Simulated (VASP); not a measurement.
Write the native input for VASP 6.6.1 that does the following.

| Quantity | Value |
| --- | --- |
| Task | electrostatic potential |
| Functional | PBEsol |
| Dispersion | D3(BJ) |
| Potentials or basis | VASP PAW PBE potentials, release 64 (Al) |
| Cutoff | 520 eV |
| k mesh | 18 × 18 × 18 |
| Occupations | methfessel-paxton, width 0.1 eV |
| Spin | no spin polarisation |
| Further INCAR settings | ALGO = Fast; EDIFF = 1e-07 |

The structure of Al lies in POSCAR:

```
Al                                      
1.0
   -0.0000000000      1.9813134840      1.9813134840
    1.9813134840     -0.0000000000      1.9813134840
    1.9813134840      1.9813134840      0.0000000000
  Al            
     1
Direct
     0.0000000000000000    0.0000000000000000    0.0000000000000000
```

The cell was built by a generator and needn't be a form met in nature.

The input as run:

INCAR

```
ALGO = Fast
EDIFF = 1E-7
ENCUT = 520
GGA = PS
ISIF = 2
ISMEAR = 1
IVDW = 12
LASPH = T
LCHARG = T
LREAL = F
LVHAR = T
LWAVE = F
NELM = 100
PREC = Accurate
SIGMA = 0.1
```

KPOINTS

```
k-points
0
Gamma
  18 18 18
```

Potentials or basis: VASP PAW PBE potentials, release 64 (Al).

Launch:

```bash
$ cat potpaw_PBE.64/Al/POTCAR > POTCAR
$ mpirun -np 1 vasp_std > vasp.out
```

Results of the run:

* Pressure: 0.0 GPa
* Band gap on the k mesh: none (metal or under the smearing width)
* Dispersion energy per atom: -0.337 eV

Caveat: the PAW data sets were made with another functional, which shifts forces and pressure a little; pairwise dispersion overbinds metals, which lowers pressure and volume.

Wall time 5.5 s on 1 thread of Intel(R) Xeon(R) 6975P-C (Granite Rapids), on a shared host, peak memory 0.15 GiB.
